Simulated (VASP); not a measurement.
Method: PBE GGA, VASP's PBE PAW potentials (set 64) (plane waves; VASP 6.6.1).

A VASP calculation is set up with these files.

**INCAR**
```
# general
SYSTEM   =  YN
PREC     =  Accurate
ENCUT    =  520
LREAL    =  F   # projection in real space or not
LASPH    =  T

# electronic loop
EDIFF    =  1E-6   # SCF stop (eV)
NELM     =  100
ALGO     =  Normal
LMAXMIX  =  4

# smearing
ISMEAR   =  0
SIGMA    =  0.05   # width (eV)

# functional
GGA      =  PE   # PBE

# ions
ISIF     =  2   # forces and stress, cell fixed

# output
LWAVE    =  F
LCHARG   =  F
```

File KPOINTS:
```
Automatic
0
G
7 7 7
0 0 0
```

### POSCAR
```
YN
1
    0.0000000000     2.4888000000     2.4888000000
    2.4888000000     0.0000000000     2.4888000000
    2.4888000000     2.4888000000     0.0000000000
Y N
1 1
Direct
  0.0000000000   0.0000000000   0.0000000000
  0.5000000000   0.5000000000   0.5000000000
```

POTCAR, in this order: Y_sv N (PBE.64 set). Program: vasp_std.

**Question.** What will the output report for the number of irreducible k-points (NKPTS), number of bands (NBANDS), largest plane-wave count, number of space-group operations, FFT grid (NGX, NGY, NGZ)?

**Answer.** 
| Item | Value |
|---|---|
| number of irreducible k-points (NKPTS) | 20 |
| number of bands (NBANDS) | 12 |
| largest plane-wave count | 869 |
| number of space-group operations | 48 |
| FFT grid (NGX, NGY, NGZ) | 28 × 28 × 28 |

The compound is YN in the rock salt structure. The cell was not relaxed at this level.
